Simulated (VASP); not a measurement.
Level of theory: LDA (Ceperley-Alder, Perdew-Zunger), VASP's LDA PAW potentials (set 64) (plane waves; VASP 6.6.1).

A VASP calculation is set up with these files.

**INCAR**
```
LMAXMIX = 4
LREAL = .False.   ! projection in real space or not
SYSTEM = SrCl2
ALGO = Normal
LWAVE = .False.
SIGMA = 0.05   ! width (eV)
LCHARG = .False.
ENCUT = 520   ! plane-wave cut-off (eV)
PREC = Accurate
LASPH = .True.   ! aspherical one-centre terms
ISIF = 2   ! forces and stress, cell fixed
EDIFF = 1E-7
NELM = 100   ! most electronic steps
ISMEAR = 0
```

**KPOINTS**
```
Automatic mesh
0
Gamma
6 6 6
0 0 0
```

POSCAR:
```
SrCl2
1
    0.0000000000     3.4411448626     3.4411448626
    3.4411448626     0.0000000000     3.4411448626
    3.4411448626     3.4411448626     0.0000000000
Sr Cl
1 2
Direct
  0.0000000000   0.0000000000   0.0000000000
  0.2500000000   0.2500000000   0.2500000000
  0.7500000000   0.7500000000   0.7500000000
```

POTCAR, in this order: Sr_sv Cl (LDA.64 set). Program: vasp_std.

### Question
What does the run give for the energy per atom (σ→0), pressure, band gap (on the k-mesh)?

### Answer

The energy per atom (σ→0) comes out as -4.689 eV/atom, the band gap (on the k-mesh) is 5.04 eV and the pressure comes out as -1.32 GPa.

### OSZICAR
```
...
DAV:   8    -0.140674957279E+02    0.59367E-02   -0.58773E-02   640   0.140E+00    0.281E-01
DAV:   9    -0.140678696527E+02   -0.37392E-03   -0.15902E-03   728   0.263E-01    0.105E-01
DAV:  10    -0.140680502374E+02   -0.18058E-03   -0.16552E-04   720   0.851E-02    0.255E-02
DAV:  11    -0.140680736744E+02   -0.23437E-04   -0.30353E-05   776   0.333E-02    0.155E-02
DAV:  12    -0.140680744581E+02   -0.78370E-06   -0.63654E-06   640   0.140E-02    0.344E-03
DAV:  13    -0.140680746823E+02   -0.22418E-06   -0.48682E-07   728   0.450E-03    0.206E-03
DAV:  14    -0.140680746875E+02   -0.52239E-08   -0.36419E-08   488   0.127E-03
   1 F= -.14068075E+02 E0= -.14068075E+02  d E =-.102898E-13
```

The compound is SrCl2 in the fluorite structure. This cell is one point of a volume scan, at 1.03 of the reference volume.
